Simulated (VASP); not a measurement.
The system is MgSn2N2.

```
Mg Sn N
1.0
    -1.85000    1.85000    6.50000
     1.85000   -1.85000    6.50000
     1.85000    1.85000   -6.50000
Mg Sn N
1 2 2
Direct
  0.00000 0.00000 0.00000
  0.35000 0.35000 0.00000
  0.65000 0.65000 0.00000
  0.25000 0.75000 0.50000
  0.75000 0.25000 0.50000
```

The cell was built by a generator and needn't be a form met in nature.

```yaml
Program: VASP 6.6.1
Task: relaxation of cell and atoms
Functional: PBE
Potentials_or_basis: VASP PAW PBE potentials, release 64 (Mg, Sn_d, N)
Cutoff: 520 eV
k_mesh: 5 × 5 × 5
Occupations: gaussian, width 0.15 eV
Spin: no spin polarisation
```

At the start: pressure 1.8 GPa; volume 17.80 Å³/atom.

Task: How do energy, volume and symmetry change on relaxing?

Result: Over 19 steps the energy falls by 117.5 meV/atom and the volume is 19.39 Å³/atom (+9.0 %); space group I4/mmm (No. 139, to 0.05 Å).

Step by step:
```tsv
step	energy change (eV)	largest force (eV/Å)	pressure (GPa)	volume (Å³)
1	0.0000	1.3783	1.77	88.98
2	-0.1884	1.0588	0.97	91.54
3	-0.3606	0.6940	1.10	94.80
4	-0.4968	0.1497	1.25	101.53
5	-0.4910	0.0820	-4.62	107.44
6	-0.5248	0.0009	-1.00	104.62
7	-0.5493	0.3325	-0.72	102.55
8	-0.5449	0.6810	1.46	98.77
9	-0.5537	0.4749	0.86	100.36
10	-0.5543	0.3791	0.09	101.46
11	-0.5547	0.4742	0.45	100.99
12	-0.5673	0.3069	-0.17	100.42
13	-0.5743	0.1693	-0.72	99.74
14	-0.5751	0.1266	-0.76	99.52
15	-0.5827	0.1322	-0.02	98.07
16	-0.5832	0.1471	0.01	97.92
17	-0.5840	0.1430	-0.03	97.62
18	-0.5849	0.1431	0.30	97.02
19	-0.5875	0.0157	0.02	96.95
```

Final structure:
```
Mg Sn N
1.0
    -1.97836    1.97836    6.19269
     1.97836   -1.97836    6.19269
     1.97836    1.97836   -6.19269
Mg Sn N
1 2 2
Direct
  0.00000 0.00000 0.00000
  0.32938 0.32938 0.00000
  0.67062 0.67062 0.00000
  0.25000 0.75000 0.50000
  0.75000 0.25000 0.50000
```

Caveat: the k mesh is coarse (spacing up to 0.48 Å⁻¹), so the values aren't converged.
